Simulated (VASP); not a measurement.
# A VASP study of P2W (r2SCAN): structure first, properties next, part 4 of 5

What structure and properties does r2SCAN give P2W, and how near are they to the measured ones? The start is a cell from a database of measured crystal structures.

VASP 6.6.1; r2SCAN; plane waves and PAW (P, W).

So far. Step 4 (Bands along the symmetry lines (r2SCAN)): There is no gap at this level. Step 5 (Density of states (r2SCAN)): The finer mesh and the other smearing move the Fermi level by -0.01 eV from the 9×9×4 run, a small shift, which tests the Fermi level alone. Of the states within 0.3 eV of the Fermi level, the largest shares in the PAW spheres are W d 57 % and P p 11 %. The rest lies in smaller channels or between the spheres.

## Step 6: Zone-centre phonons (r2SCAN)

Zone-centre modes test whether the atoms sit at a minimum within this cell. IBRION = 6 takes the force constants from differences of forces between displaced cells, so the forces must be tight.

File INCAR:

```
SYSTEM = P2W
PREC = Accurate
ENCUT = 400
EDIFF = 1E-08
NELM = 100
ISMEAR = 1
SIGMA = 0.2
LREAL = .FALSE.
ALGO = Normal
METAGGA = R2SCAN
LASPH = .TRUE.
NBANDS = 22
LORBIT = 11
LWAVE = .FALSE.
LCHARG = .FALSE.
KPAR = 4
IBRION = 6
NFREE = 2
POTIM = 0.015
ISIF = 2
NSW = 1
```

File POSCAR:

```
P2W
1.0
    4.2370807001     -1.5913367088     -0.0008497910
    4.2370807001      1.5913367088     -0.0008497910
   -3.6515136806      0.0000000000      6.5105384949
P W
4 2
Direct
    0.1381086931      0.1381086931      0.0251278656
    0.8618913069      0.8618913069      0.9748721344
    0.6002130682      0.6002130682      0.4012921383
    0.3997869318      0.3997869318      0.5987078617
    0.8417601232      0.8417601232      0.2932268728
    0.1582398768      0.1582398768      0.7067731272
```

File KPOINTS:

```
Automatic mesh
0
Gamma
10 10 5
0 0 0
```

The projector-augmented-wave data sets are P and W (PBE family, release 64).

Started as:

```bash
$ mpirun -np 4 vasp_std
```

What it wrote:

```text
[... set-up lines as in an earlier step ...]
 entering main loop
       N       E                     dE             d eps       ncg     rms          rms(c)
DAV:   1     0.228101369772E+01    0.22810E+01   -0.12396E+04  6204   0.109E+03
DAV:   2    -0.136725822527E+03   -0.13901E+03   -0.13077E+03  8088   0.241E+02
DAV:   3    -0.144926134167E+03   -0.82003E+01   -0.78690E+01  8616   0.522E+01
DAV:   4    -0.145112409151E+03   -0.18627E+00   -0.18395E+00  8516   0.815E+00
DAV:   5    -0.145116864899E+03   -0.44557E-02   -0.44463E-02  8646   0.109E+00    0.343E+01
DAV:   6    -0.141229314035E+03    0.38876E+01   -0.61404E+00  9330   0.124E+01    0.166E+01
DAV:   7    -0.141219002671E+03    0.10311E-01   -0.17207E+00  8646   0.829E+00    0.981E+00
DAV:   8    -0.141140225929E+03    0.78777E-01   -0.35659E-01  8920   0.387E+00    0.880E-01
DAV:   9    -0.141141573809E+03   -0.13479E-02   -0.25868E-02  8144   0.106E+00    0.667E-01
DAV:  10    -0.141142134553E+03   -0.56074E-03   -0.34380E-03  8356   0.346E-01    0.319E-01
DAV:  11    -0.141142181728E+03   -0.47175E-04   -0.38312E-04  7886   0.114E-01    0.211E-01
DAV:  12    -0.141142240680E+03   -0.58953E-04   -0.11276E-04  8494   0.746E-02    0.371E-02
DAV:  13    -0.141142236398E+03    0.42829E-05   -0.72172E-06  7812   0.194E-02    0.153E-02
DAV:  14    -0.141142236643E+03   -0.24568E-06   -0.16628E-06  8578   0.781E-03    0.313E-03
DAV:  15    -0.141142236702E+03   -0.58396E-07   -0.13202E-07  8020   0.250E-03    0.131E-03
DAV:  16    -0.141142236606E+03    0.95974E-07   -0.27756E-08  6534   0.118E-03    0.558E-04
DAV:  17    -0.141142236639E+03   -0.33705E-07   -0.23674E-09  5358   0.344E-04    0.168E-04
DAV:  18    -0.141142236641E+03   -0.12083E-08   -0.98688E-10  5208   0.216E-04
   1 F= -.14114224E+03 E0= -.14114331E+03  d E =0.323128E-02
 Found     9 degrees of freedom:
 Finite differences POTIM= 0.01500 DOF=   9
 bond charge predicted
       N       E                     dE             d eps       ncg     rms          rms(c)
DAV:   1    -0.141139796652E+03    0.24400E-02   -0.12288E-01  6450   0.182E+00    0.275E-01
DAV:   2    -0.141140670548E+03   -0.87390E-03   -0.65361E-03  7948   0.548E-01    0.124E-01
DAV:   3    -0.141140687023E+03   -0.16475E-04   -0.18319E-04  8540   0.850E-02    0.835E-02
DAV:   4    -0.141140699332E+03   -0.12309E-04   -0.68285E-05  7830   0.517E-02    0.140E-02
DAV:   5    -0.141140699574E+03   -0.24255E-06   -0.16588E-05  8854   0.274E-02    0.851E-03
DAV:   6    -0.141140699501E+03    0.73577E-07   -0.17607E-06  8944   0.105E-02    0.600E-03
DAV:   7    -0.141140699522E+03   -0.21638E-07   -0.61774E-07  7936   0.530E-03    0.317E-03
DAV:   8    -0.141140699423E+03    0.99712E-07   -0.20567E-07  7912   0.246E-03    0.891E-04
DAV:   9    -0.141140699421E+03    0.17631E-08   -0.26185E-08  6486   0.999E-04
   2 F= -.14114070E+03 E0= -.14114180E+03  d E =0.329731E-02
[... from here on, the cycles between the ionic steps are left out ...]
   3 F= -.14114013E+03 E0= -.14114118E+03  d E =0.314645E-02
   4 F= -.14114128E+03 E0= -.14114235E+03  d E =0.323008E-02
   5 F= -.14114128E+03 E0= -.14114235E+03  d E =0.323012E-02
   6 F= -.14114028E+03 E0= -.14114133E+03  d E =0.316047E-02
   7 F= -.14114060E+03 E0= -.14114170E+03  d E =0.328807E-02
   8 F= -.14114056E+03 E0= -.14114167E+03  d E =0.331933E-02
   9 F= -.14114043E+03 E0= -.14114148E+03  d E =0.315200E-02
  10 F= -.14114125E+03 E0= -.14114233E+03  d E =0.323092E-02
  11 F= -.14114125E+03 E0= -.14114233E+03  d E =0.323091E-02
  12 F= -.14114095E+03 E0= -.14114205E+03  d E =0.330256E-02
  13 F= -.14114135E+03 E0= -.14114240E+03  d E =0.316597E-02
  14 F= -.14114027E+03 E0= -.14114133E+03  d E =0.317023E-02
  15 F= -.14113984E+03 E0= -.14114094E+03  d E =0.329795E-02
  16 F= -.14114042E+03 E0= -.14114149E+03  d E =0.319539E-02
  17 F= -.14114042E+03 E0= -.14114149E+03  d E =0.319538E-02
  18 F= -.14113958E+03 E0= -.14114073E+03  d E =0.345527E-02
 Finite differences progress:
  Degree of freedom:   9/  9
  Displacement:        1/  2
  Total:              17/ 18
 bond charge predicted
       N       E                     dE             d eps       ncg     rms          rms(c)
DAV:   1    -0.141133680357E+03    0.59006E-02   -0.24882E+00  6204   0.805E+00    0.375E-01
DAV:   2    -0.141139304369E+03   -0.56240E-02   -0.33147E-02  8538   0.113E+00    0.222E-01
DAV:   3    -0.141139131825E+03    0.17254E-03   -0.20679E-03  8782   0.291E-01    0.111E-01
DAV:   4    -0.141139063224E+03    0.68602E-04   -0.37056E-04  8994   0.142E-01    0.717E-02
DAV:   5    -0.141139051619E+03    0.11605E-04   -0.14676E-04  8880   0.879E-02    0.257E-02
DAV:   6    -0.141139054917E+03   -0.32977E-05   -0.15366E-05  7822   0.314E-02    0.149E-02
DAV:   7    -0.141139055143E+03   -0.22623E-06   -0.19340E-06  8934   0.793E-03    0.775E-03
DAV:   8    -0.141139055093E+03    0.49630E-07   -0.63243E-07  9028   0.541E-03    0.155E-03
DAV:   9    -0.141139055119E+03   -0.26128E-07   -0.10197E-07  8024   0.239E-03    0.112E-03
DAV:  10    -0.141139055132E+03   -0.12706E-07   -0.89331E-09  5256   0.715E-04    0.251E-04
DAV:  11    -0.141139055137E+03   -0.45784E-08   -0.19063E-09  4878   0.349E-04
  19 F= -.14113906E+03 E0= -.14114004E+03  d E =0.294033E-02
 Finite differences progress:
  Degree of freedom:   9/  9
  Displacement:        2/  2
  Total:              18/ 18
```

Elapsed: 37 min, on 4 MPI ranks of Intel Xeon 6975P-C (Granite Rapids), shared host; peak memory 2.3 GiB; 2.2 h of CPU time.

OUTCAR, selected parts (step 6):

```text
   k-points           NKPTS =    141   k-points in BZ     NKDIM =    141   number of bands    NBANDS=     22

   NELECT =      32.0000    total number of electrons

 E-fermi :   9.3946

 k-point     1 :       0.0000    0.0000    0.0000
  band No.  band energies     occupation
    ...
     12       6.1270      2.00000
     13       6.8125      2.00000
     14       7.1550      2.00000
     15       7.4841      2.00000
     16       8.9896      2.01474
     17       9.9698     -0.00037
     18      10.3571     -0.00000
     19      11.2162     -0.00000
     20      12.3507     -0.00000
     21      13.4343      0.00000
    ...

  Total       -0.0436496      0.0334950      0.0934139      0.0000000      0.0000000     -0.1002240
  in kB       -0.7966426      0.6113136      1.7048849      0.0000000      0.0000000     -1.8291755
  external PRESSURE =       0.5065186 kB  Pullay stress =       0.0000000 kB

 POSITION                                       TOTAL-FORCE (eV/Angst)
 -----------------------------------------------------------------------------------
      1.07860      0.00000      0.16336        -0.028095      0.000000     -0.113326
      3.74405      0.00000      6.34548         0.031470      0.000000     -0.049147
      3.62098      0.00000      2.61161         0.013071      0.000000     -0.059388
      1.20167      0.00000      3.89723         0.008113      0.000000     -0.035382
      6.06249      0.00000      1.89263         0.001728      0.000000      0.408777
     -1.23984      0.00000      4.60120        -0.026287      0.000000     -0.151534
 -----------------------------------------------------------------------------------
    total drift:                                0.000008      0.000000      0.000051

  FREE ENERGIE OF THE ION-ELECTRON SYSTEM (eV)
  ---------------------------------------------------
  free  energy   TOTEN  =      -141.1390551366 eV

  energy  without entropy=     -141.1419954696  energy(sigma->0) =     -141.14003525

 Eigenvectors and eigenvalues of the dynamical matrix
 ----------------------------------------------------

   1 f  =   14.605284 THz    91.767709 2PiTHz  487.179850 cm-1    60.402576 meV
             X         Y         Z           dx          dy          dz
      1.078601  0.000000  0.163361     0.679282   -0.000000    0.116781
      3.744047  0.000000  6.345478    -0.679282   -0.000000   -0.116781
      3.620979  0.000000  2.611608    -0.091591   -0.000000    0.096447
      1.201669  0.000000  3.897231     0.091591   -0.000000   -0.096447
      6.062489  0.000000  1.907634     0.004021   -0.000000   -0.085033
     -1.239841  0.000000  4.601205    -0.004021    0.000000    0.085033

   2 f  =   12.280241 THz    77.159027 2PiTHz  409.624733 cm-1    50.786971 meV
             X         Y         Z           dx          dy          dz
      1.078601  0.000000  0.163361    -0.155998    0.000000    0.390032
      3.744047  0.000000  6.345478     0.155998   -0.000000   -0.390032
      3.620979  0.000000  2.611608    -0.555872    0.000000    0.097307
      1.201669  0.000000  3.897231     0.555872   -0.000000   -0.097307
      6.062489  0.000000  1.907634     0.071227   -0.000000    0.001955
     -1.239841  0.000000  4.601205    -0.071227    0.000000   -0.001955

   3 f  =   11.747917 THz    73.814338 2PiTHz  391.868325 cm-1    48.585458 meV
             X         Y         Z           dx          dy          dz
      1.078601  0.000000  0.163361    -0.024857    0.000000   -0.616459
      3.744047  0.000000  6.345478    -0.024857    0.000000   -0.616459
      3.620979  0.000000  2.611608    -0.038581    0.000000    0.319908
      1.201669  0.000000  3.897231    -0.038581   -0.000000    0.319908
      6.062489  0.000000  1.907634     0.026102    0.000000    0.121858
     -1.239841  0.000000  4.601205     0.026102   -0.000000    0.121858

   4 f  =   11.436101 THz    71.855140 2PiTHz  381.467257 cm-1    47.295891 meV
             X         Y         Z           dx          dy          dz
[...]
1.201669  0.000000  3.897231     0.155887    0.000000    0.566276
      6.062489  0.000000  1.907634    -0.060475    0.000000   -0.321989
     -1.239841  0.000000  4.601205    -0.060475   -0.000000   -0.321989

   8 f  =    8.898530 THz    55.911111 2PiTHz  296.823002 cm-1    36.801345 meV
             X         Y         Z           dx          dy          dz
      1.078601  0.000000  0.163361    -0.000000   -0.632328   -0.000000
      3.744047  0.000000  6.345478    -0.000000    0.632328   -0.000000
      3.620979  0.000000  2.611608    -0.000000   -0.285109   -0.000000
      1.201669  0.000000  3.897231    -0.000000    0.285109   -0.000000
      6.062489  0.000000  1.907634     0.000000    0.137381    0.000000
     -1.239841  0.000000  4.601205     0.000000   -0.137381    0.000000

   9 f  =    8.308610 THz    52.204533 2PiTHz  277.145382 cm-1    34.361633 meV
             X         Y         Z           dx          dy          dz
      1.078601  0.000000  0.163361     0.000000    0.306548    0.000000
      3.744047  0.000000  6.345478    -0.000000   -0.306548   -0.000000
      3.620979  0.000000  2.611608    -0.000000   -0.628066   -0.000000
      1.201669  0.000000  3.897231     0.000000    0.628066    0.000000
      6.062489  0.000000  1.907634     0.000000    0.107525   -0.000000
     -1.239841  0.000000  4.601205    -0.000000   -0.107525    0.000000

  10 f  =    8.086899 THz    50.811482 2PiTHz  269.749901 cm-1    33.444710 meV
             X         Y         Z           dx          dy          dz
      1.078601  0.000000  0.163361     0.065929   -0.000000    0.025067
      3.744047  0.000000  6.345478    -0.065929   -0.000000   -0.025067
      3.620979  0.000000  2.611608    -0.111752    0.000000   -0.684698
      1.201669  0.000000  3.897231     0.111752    0.000000    0.684698
      6.062489  0.000000  1.907634     0.072917    0.000000   -0.091695
     -1.239841  0.000000  4.601205    -0.072917    0.000000    0.091695

  11 f  =    8.057004 THz    50.623648 2PiTHz  268.752719 cm-1    33.321075 meV
             X         Y         Z           dx          dy          dz
      1.078601  0.000000  0.163361     0.000000    0.632507    0.000000
      3.744047  0.000000  6.345478    -0.000000    0.632507   -0.000000
      3.620979  0.000000  2.611608    -0.000000   -0.281313   -0.000000
      1.201669  0.000000  3.897231     0.000000   -0.281313    0.000000
      6.062489  0.000000  1.907634     0.000000   -0.144216   -0.000000
     -1.239841  0.000000  4.601205    -0.000000   -0.144216    0.000000

  12 f  =    7.447279 THz    46.792635 2PiTHz  248.414494 cm-1    30.799458 meV
             X         Y         Z           dx          dy          dz
      1.078601  0.000000  0.163361     0.655539    0.000000   -0.008741
      3.744047  0.000000  6.345478     0.655539    0.000000   -0.008741
      3.620979  0.000000  2.611608    -0.171932   -0.000000    0.033416
      1.201669  0.000000  3.897231    -0.171932    0.000000    0.033416
      6.062489  0.000000  1.907634    -0.198525    0.000000   -0.010134
     -1.239841  0.000000  4.601205    -0.198525    0.000000   -0.010134

  13 f  =    6.562201 THz    41.231526 2PiTHz  218.891467 cm-1    27.139071 meV
             X         Y         Z           dx          dy          dz
      1.078601  0.000000  0.163361     0.088939   -0.000000    0.058318
      3.744047  0.000000  6.345478    -0.088939   -0.000000   -0.058318
      3.620979  0.000000  2.611608    -0.001033   -0.000000   -0.085621
      1.201669  0.000000  3.897231     0.001033   -0.000000    0.085621
      6.062489  0.000000  1.907634    -0.034661    0.000000    0.692932
     -1.239841  0.000000  4.601205     0.034661   -0.000000   -0.692932
    [... 42 further lines ...]
      1.201669  0.000000  3.897231     0.114936    0.000000    0.223046
      6.062489  0.000000  1.907634     0.280097    0.000000    0.543626
     -1.239841  0.000000  4.601205     0.280097    0.000000    0.543626

 ELASTIC MODULI CONTR FROM IONIC RELAXATION (kBar)
 Direction    XX          YY          ZZ          XY          YZ          ZX
 --------------------------------------------------------------------------------
 XX        -207.6436     32.9318     74.0568      0.0000      0.0000     26.2397
 YY          32.9318   -236.1376   -159.2349     -0.0000     -0.0000   -149.7294
 ZZ          74.0568   -159.2349   -283.1354      0.0000      0.0000    -34.5072
 XY           0.0000     -0.0000      0.0000   -118.4385    -74.4314     -0.0000
 YZ           0.0000     -0.0000      0.0000    -74.4314   -224.2024      0.0000
 ZX          26.2397   -149.7294    -34.5072     -0.0000      0.0000   -284.9478
 --------------------------------------------------------------------------------

[... 6 parts as in an earlier step ...]

[... 10 further parts left out ...]
```

The last energy, forces, stress and levels in OUTCAR belong to the last displaced cell, not to the cell of POSCAR.

This step gave:

* bands: 22
* irreducible k-points: 141
* pressure of the cell: -0.003782 GPa
* largest force of the cell: 0.02235 eV/Å

The modes at Γ (shares of kinetic energy by element, %):

```tsv
mode	frequency (cm⁻¹)	symmetry	P %	W %
1	-0.1	acoustic	25	75
2	0.0	acoustic	25	75
3	0.0	acoustic	25	75
4	143.5	Ag	6	94
5	145.7	Bg	6	94
6	218.9	Ag	4	96
7	248.4	Bu	92	8
8	268.8	Au	96	4
9	269.8	Ag	97	3
10	277.1	Bg	98	2
11	296.8	Bg	96	4
12	298.2	Bu	79	21
13	305.5	Au	79	21
14	379.6	Bu	82	18
15	381.5	Ag	95	5
16	391.9	Bu	97	3
17	409.6	Ag	99	1
18	487.2	Ag	99	1
```

Displacements in mode 4 (143.5 cm⁻¹), the largest set to 1:
```
P1   0.00  0.00  0.28
P2   0.00  0.00 -0.28
P3   0.54  0.00  0.17
P4  -0.54  0.00 -0.17
W5   1.00  0.00  0.05
W6  -1.00  0.00 -0.05
```

Displacements in mode 18 (487.2 cm⁻¹), the largest set to 1:
```
P1   1.00  0.00  0.17
P2  -1.00  0.00 -0.17
P3  -0.13  0.00  0.14
P4   0.13  0.00 -0.14
W5   0.00  0.00 -0.05
W6   0.00  0.00  0.05
```

The three acoustic modes lie within 0.1 cm⁻¹ of zero, and all others are real. By the characters of their eigenvectors the optical modes sort into (cm⁻¹) Raman active: Ag 143, Bg 146, Ag 219, Ag 270, Bg 277, Bg 297, Ag 381, Ag 410, Ag 487; infrared active: Bu 248, Au 269, Bu 298, Au 305, Bu 380, Bu 392. With a centre of inversion no mode is active in both.

[end of part 4 of 5]

[Lines on the potential files, build, host, timing and source positions are cut from VASP's logs without a mark.]

[Logs are printed without paths, hosts, clocks, repeated set-up lines and the standing remarks that a program may print on its own settings, such as how far it seeks lower states.]

[Hosts, paths, dates, database ids (printed as entryN), source tags and the programs' standing remarks are cut or masked in the printed files.]

[Measured values are set beside computed ones only where the two were judged alike; some that the calculation misses by far are left out.]
